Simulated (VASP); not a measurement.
Method: PBE GGA, VASP's PBE PAW potentials (set 64) (plane waves; VASP 6.6.1).

Input for VASP

### KPOINTS
```
Automatic mesh
0
Gamma
8 8 8
0 0 0
```

### INCAR
```
EDIFF=1E-6
ISIF=2
PREC=Accurate
LREAL=F   # projection in real space or not
ISMEAR=0   # Gaussian
GGA=PE   # PBE
LWAVE=F
LMAXMIX=4   # l cut-off of mixed one-centre charges
LASPH=T   # aspherical one-centre terms
SYSTEM=GaSb
ALGO=Normal
LCHARG=F
SIGMA=0.05   # width (eV)
NELM=100   # most electronic steps
ENCUT=400   # plane-wave cut-off (eV)
```

### POSCAR
```
GaSb
1
    0.0000000000     3.1110000000     3.1110000000
    3.1110000000     0.0000000000     3.1110000000
    3.1110000000     3.1110000000     0.0000000000
Ga Sb
1 1
Direct
  0.0000000000   0.0000000000   0.0000000000
  0.2500000000   0.2500000000   0.2500000000
```

POTCAR, in this order: Ga_d Sb (PBE.64 set). Program: vasp_std.

Gaps are read on the run's mesh, which can miss a band edge. Unless said otherwise, spin-orbit coupling is left out, though it shifts the bands of the heavy elements here.

Problem. Predict the energy per atom (σ→0), band gap (on the k-mesh).

Solution. 
* **energy per atom (σ→0)**: -3683 meV/atom
* **band gap (on the k-mesh)**: none (metal, semimetal or under 0.01 eV)

### OSZICAR
```
...
DAV:   7    -0.736394133178E+01    0.10355E-01   -0.38829E-02   884   0.182E+00    0.342E-01
DAV:   8    -0.736488224344E+01   -0.94091E-03   -0.47407E-03   936   0.935E-01    0.673E-02
DAV:   9    -0.736535329996E+01   -0.47106E-03   -0.67991E-04   869   0.235E-01    0.316E-02
DAV:  10    -0.736541918993E+01   -0.65890E-04   -0.76694E-05   879   0.572E-02    0.100E-02
DAV:  11    -0.736543364758E+01   -0.14458E-04   -0.25166E-05   824   0.457E-02    0.362E-03
DAV:  12    -0.736543487139E+01   -0.12238E-05   -0.19040E-06   819   0.101E-02    0.145E-03
DAV:  13    -0.736543468077E+01    0.19063E-06   -0.77426E-08   422   0.241E-03
   1 F= -.73654347E+01 E0= -.73653594E+01  d E =-.150647E-03
```

The compound is GaSb in the zinc blende structure. The cell was not relaxed at this level. The run is one of a series of settings (KPOINTS 8×8×8 Γ-centred mesh against the base run), some of them coarse on purpose.
